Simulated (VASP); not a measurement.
NaLaMnMoO6, 10 atoms in the cell. The structure is cubic, space group F-43m (No. 216). Conventional cell: a = 7.851 Å, b = 7.851 Å, c = 7.851 Å, α = 90.00°, β = 90.00°, γ = 90.00°. Na (site symmetry -43m) has 12 O at 2.78 Å as nearest neighbours. La (site symmetry -43m) is surrounded by 6 O at 1.97 Å. Mn (site symmetry -43m) has 12 O at 2.78 Å as nearest neighbours. Around Mo (site symmetry -43m) lie 6 O at 1.95 Å. O (site symmetry 2mm) has 1 Mo at 1.95 Å and 1 La at 1.97 Å as nearest neighbours. The cell was built by a generator and needn't be a form met in nature.

```yaml
Program: VASP 6.6.1
Task: relaxation of cell and atoms
Functional: PBE
Potentials_or_basis: VASP PAW PBE potentials, release 64 (Na_pv, La, Mn_pv, Mo_sv, O)
Cutoff: 520 eV
k_mesh: 3 × 3 × 3
Occupations: gaussian, width 0.15 eV
Spin: collinear spin, ferromagnetic start
Starting_moments: "[0.0, 0.0, 4.0, 1.0, 0.0, 0.0, 0.0, 0.0, 0.0, 0.0] μB"
Further_INCAR_settings: PREC = Normal; LREAL = Auto; ALGO = Fast; EDIFF = 0.0001; IBRION = 2; EDIFFG = -0.08; NSW = 24; ISIF = 3
```

Potentials or basis: VASP PAW PBE potentials, release 64 (Na_pv, La, Mn_pv, Mo_sv, O).

Command:

```bash
$ cat potpaw_PBE.64/Na_pv/POTCAR potpaw_PBE.64/La/POTCAR potpaw_PBE.64/Mn_pv/POTCAR potpaw_PBE.64/Mo_sv/POTCAR potpaw_PBE.64/O/POTCAR > POTCAR
$ mpirun -np 4 vasp_std > vasp.out
```

Hardware: 4 MPI ranks on Intel(R) Xeon(R) Platinum 8375C CPU @ 2.90GHz (Ice Lake) (shared host).

Q: Estimate the wall time of this run.

A: It took 3.3 min on 4 MPI ranks on Intel(R) Xeon(R) Platinum 8375C CPU @ 2.90GHz (Ice Lake), with other jobs on the host, peak memory 0.16 GiB a rank. Counts: scf iterations 150, k points 4, ion steps 7.
